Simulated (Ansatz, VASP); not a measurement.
**One calculation of TaSiO4, two programs**

Contents of INCAR:

```
SYSTEM = TaSiO4
  PREC = Accurate
  ENCUT = 600
  EDIFF = 1E-6
  ISMEAR = 0
  SIGMA = 0.1
  LREAL = .FALSE.
  LASPH = .TRUE.
  NELM = 80
  ALGO = Normal
  ISIF = 3
  LWAVE = .FALSE.
  LCHARG = .FALSE.
  GGA = PE
  IBRION = 2
  NSW = 90
  EDIFFG = -0.04
```

File KPOINTS:

```
regular mesh
0
G
  6 6 6
  0 0 0
```

File POSCAR:

```
TaSiO4
1.0
    0.0000000000      3.1664547400      3.1664547400
    3.1664547400      0.0000000000      3.1664547400
    3.1664547400      3.1664547400      0.0000000000
Ta Si O
1 1 4
Direct
    0.7500000000      0.7500000000      0.7500000000
    0.0000000000      0.0000000000      0.0000000000
    0.3741004100      0.8776987800      0.3741004100
    0.3741004100      0.3741004100      0.8776987800
    0.3741004100      0.3741004100      0.3741004100
    0.8776987800      0.3741004100      0.3741004100
```

Input for Ansatz:

```yaml
crystal:
  lattice:
    - [0.0, 3.16645474, 3.16645474]
    - [3.16645474, 0.0, 3.16645474]
    - [3.16645474, 3.16645474, 0.0]
  atoms:
    - { symbol: Ta, position: [0.75, 0.75, 0.75] }
    - { symbol: Si, position: [0.0, 0.0, 0.0] }
    - { symbol: O, position: [0.37410041, 0.87769878, 0.37410041] }
    - { symbol: O, position: [0.37410041, 0.37410041, 0.87769878] }
    - { symbol: O, position: [0.37410041, 0.37410041, 0.37410041] }
    - { symbol: O, position: [0.87769878, 0.37410041, 0.37410041] }
basis:
  ecutwfc: 420
kpoints:
  mp_grid: { grid: [6, 6, 6] }
hamiltonian:
  xc: pbe
scf:
  occupations: { method: gaussian, width: 0.1 }
  lower_state_search: "off"
output:
  forces: true
  stress: true
  eigenvalues: true
relax:
  adjacent_minimum: "off"
  f_tol: 0.04
  max_steps: 70
  cell: { stress_tol: 0.4 }
```

Change from the starting cell: species swapped into the DyCu4Pd type (F-43m, No. 216).

Alike in both runs: task relaxation of cell and atoms; functional PBE; k mesh 6 × 6 × 6; occupations gaussian, width 0.1 eV; no spin polarisation.

```csv
,VASP,Ansatz
version,VASP 6.6.1,Ansatz 0.2.0
potentials or method,"VASP PAW PBE potentials, release 64 (Ta_pv, Si, O)","scalar-relativistic, plane waves, PAW"
plane-wave cutoff (eV),600,420
valence electrons in the cell,39,41
```

VASP gave:

```
gap on the k mesh at the Fermi level, each at its own relaxed structure (eV) : none
relaxed volume (Å³/atom)                                                     : 9.99
relaxed cell length with the largest relative difference (Å)                 : 4.393
energy change over the relaxation (meV/atom)                                 : -22
```

Question: What did Ansatz give for the same quantities?

Answer: gap on the k mesh at the Fermi level, each at its own relaxed structure (eV): none; relaxed volume (Å³/atom): 10.02; relaxed cell length with the largest relative difference (Å): 4.397; energy change over the relaxation (meV/atom): -21.

A gap of «none» marks a metal or a gap that the smearing closes. The two sets of potentials don't hold the same shells in valence.

Caveats: an odd number of electrons without spin polarisation forces a metal; a magnetic or distorted state may lie lower. Spin-orbit coupling is left out, which matters for the levels of Ta.
